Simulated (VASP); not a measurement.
Here is the system:

```xyz
4
Lattice="3.5018 0.0000 0.0000 0.0000 3.5059 0.0000 0.0000 0.0000 3.6197" Properties=species:S:1:pos:R:3 pbc="T T T"
Al     0.0000     0.0000     0.0000
Ni     0.0000     1.7529     1.8098
Ni     1.7509     0.0000     1.8098
Ni     1.8320     1.7529     0.0000
```
Starting moments (μB, in the order of the record's atoms Al Ni Ni Ni): 0.0 0.5 0.5 0.5.

Method: PBE GGA, VASP's PBE PAW potentials (set 64) (plane waves; VASP). Settings: 400 eV cut-off, 10×10×10 Monkhorst-Pack mesh, first-order Methfessel-Paxton smearing of 0.10 eV, potentials Al Ni.

Gaps are read on the run's mesh, which can miss a band edge.

**Question.** What does the run give for the cell moment, energy per atom (σ→0), pressure, largest force, band gap (on the k-mesh) with the smallest direct gap where there is one?

**Answer.** 
```
Item                                                         Value
------------------------  ----------------------------------------
band gap (on the k-mesh)  none (metal, semimetal or under 0.01 eV)
cell moment                                                0.71 μB
energy per atom (σ→0)                               -5.462 eV/atom
pressure                                                  4.08 GPa
largest force                                           0.764 eV/Å
```

**Question.** Give the moment on each site (PAW-sphere projection).

**Answer.** 
| site | moment (μB) |
|---|---|
| Al1 | -0.01 |
| Ni2 | 0.26 |
| Ni3 | 0.26 |
| Ni4 | 0.24 |

Only differences to runs with the same potentials and settings are physical.

The compound is Ni3Al in the L1_2 structure. The cell was not relaxed at this level, atoms are displaced from their ideal sites. The run is one of a series of settings (KPOINTS 10×10×10 Monkhorst-Pack mesh against the base run), some of them coarse on purpose.
